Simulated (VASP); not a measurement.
These are LDA (Ceperley-Alder, Perdew-Zunger), VASP's LDA PAW potentials (set 64) (plane waves; VASP) values and carry that method's errors.

The input files of a VASP run:

### KPOINTS
```
Automatic mesh
0
Gamma
8 8 2
0 0 0
```

**INCAR**
```
SYSTEM = WS2
PREC = Accurate
ENCUT = 500
EDIFF = 1E-6
NELM = 100
ALGO = Normal
LREAL = .FALSE.
LASPH = .TRUE.
ISMEAR = 0
SIGMA = 0.05
LMAXMIX = 6
LWAVE = .FALSE.
LCHARG = .FALSE.
IBRION = 2
ISIF = 3
NSW = 40
EDIFFG = -0.02
PSTRESS = 200
```

**POSCAR**
```
WS2
1
    1.5045163515    -2.6058987019     0.0000000000
    1.5045163515     2.6058987019    -0.0000000000
    0.0000000000     0.0000000000    10.9845989976
W S
2 4
Direct
  0.3333330000   0.6666670000   0.2500000000
  0.6666670000   0.3333330000   0.7500000000
  0.3333330000   0.6666670000   0.8937344330
  0.6666670000   0.3333330000   0.3937344330
  0.6666670000   0.3333330000   0.1062655670
  0.3333330000   0.6666670000   0.6062655670
```

POTCAR, in this order: W_sv S (LDA.64 set). Program: vasp_std.

Output

File OSZICAR:
```
       N       E                     dE             d eps       ncg     rms          rms(c)
DAV:   1     0.524243527084E+03    0.52424E+03   -0.28619E+04  1328   0.168E+03
DAV:   2    -0.167119729900E+02   -0.54096E+03   -0.52880E+03  1430   0.468E+02
DAV:   3    -0.531697627938E+02   -0.36458E+02   -0.35858E+02  1574   0.107E+02
DAV:   4    -0.539851892277E+02   -0.81543E+00   -0.81273E+00  1507   0.168E+01
DAV:   5    -0.540056539070E+02   -0.20465E-01   -0.20459E-01  1584   0.257E+00    0.469E+01
DAV:   6    -0.520753778175E+02    0.19303E+01   -0.84442E+00  1472   0.180E+01    0.209E+01
DAV:   7    -0.518532631735E+02    0.22211E+00   -0.33513E+00  1497   0.843E+00    0.646E+00
DAV:   8    -0.517171319840E+02    0.13613E+00   -0.75788E-01  1521   0.504E+00    0.253E+00
DAV:   9    -0.517184383332E+02   -0.13063E-02   -0.65148E-02  1580   0.129E+00    0.122E+00
DAV:  10    -0.517140803640E+02    0.43580E-02   -0.32986E-02  1528   0.113E+00    0.328E-01
DAV:  11    -0.517139843860E+02    0.95978E-04   -0.18736E-03  1504   0.259E-01    0.795E-02
DAV:  12    -0.517139768405E+02    0.75455E-05   -0.16480E-04  1512   0.732E-02    0.519E-02
DAV:  13    -0.517139750046E+02    0.18359E-05   -0.12510E-05  1340   0.214E-02    0.179E-02
DAV:  14    -0.517139743906E+02    0.61402E-06   -0.23155E-06  1145   0.847E-03
   1 F= -.40962004E+02 E0= -.40962004E+02  d E =-.409620E+02
```

File OUTCAR:
```
------------------------ aborting loop because EDIFF is reached ----------------------------------------
  FORCE on cell =-STRESS in cart. coord.  units (eV):
  Direction    XX          YY          ZZ          XY          YZ          ZX
  --------------------------------------------------------------------------------------
  Total       10.7293421     10.7293416     10.6369230      0.0000000      0.0000000      0.0000000
  in kB      199.5790859    199.5790768    197.8599766      0.0000000      0.0000000      0.0000000
  external PRESSURE =      -0.9939536 kB  Pullay stress =     200.0000000 kB
  volume of cell :       86.13
      direct lattice vectors                 reciprocal lattice vectors
     1.504516351 -2.605898702  0.000000000     0.332332712 -0.191872385  0.000000000
     1.504516351  2.605898702  0.000000000     0.332332712  0.191872385  0.000000000
     0.000000000  0.000000000 10.984598998     0.000000000  0.000000000  0.091036550
 POSITION                                       TOTAL-FORCE (eV/Angst)
 -----------------------------------------------------------------------------------
      1.50452      0.86863      2.74615        -0.000000     -0.000000      0.000000
      1.50452     -0.86863      8.23845        -0.000000     -0.000000      0.000000
      1.50452      0.86863      9.81731         0.000000      0.000000     -0.019175
      1.50452     -0.86863      4.32501        -0.000000      0.000000     -0.019175
      1.50452     -0.86863      1.16728         0.000000      0.000000      0.019175
      1.50452      0.86863      6.65958         0.000000      0.000000      0.019175
 -----------------------------------------------------------------------------------
    total drift:                                0.000000      0.001052     -0.000034
  FREE ENERGIE OF THE ION-ELECTRON SYSTEM (eV)
  ---------------------------------------------------
  free  energy   TOTEN  =       -51.7139743906 eV

  energy  without entropy=      -51.7139735445  energy(sigma->0) =      -51.71397397
  enthalpy is  TOTEN    =       -40.9620040463 eV   P V=       10.7519703442

 reached required accuracy - stopping structural energy minimisation
```
(Selected blocks of OUTCAR.)

The compound is WS2 in the 2H layered structure. It was relaxed first under an external pressure of 20 GPa.
